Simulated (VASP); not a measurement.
Consider the following.

```
CELL_PARAMETERS angstrom
     -2.17518     2.17518     2.17518
      2.17518    -2.17518     2.17518
      2.17518     2.17518    -2.17518
ATOMIC_POSITIONS crystal
  Eu 0.00000 0.00000 0.00000
```

Calculation: revTPSS meta-GGA, VASP's PBE PAW potentials (set 64) (plane waves; VASP). Settings: 520 eV cut-off, 13×13×13 Γ-centred mesh, tetrahedra with Blöchl corrections, potentials Eu_2.

The 4f electrons are frozen in the core of the lanthanide potential, so 4f levels, which can set the real gap, and their magnetism are missing.

Task: What does the run give for the energy per atom (σ→0), band gap (over mesh and band path) with the smallest direct gap where there is one?

Result: 
band gap (over mesh and band path): none (metal, semimetal or under 0.01 eV)
energy per atom (σ→0): 27.577 eV/atom

The absolute energy has meaning only against runs of the same code, potentials and settings.

The compound is Eu in the bcc structure. It was relaxed first, which changed the volume by -14 %.
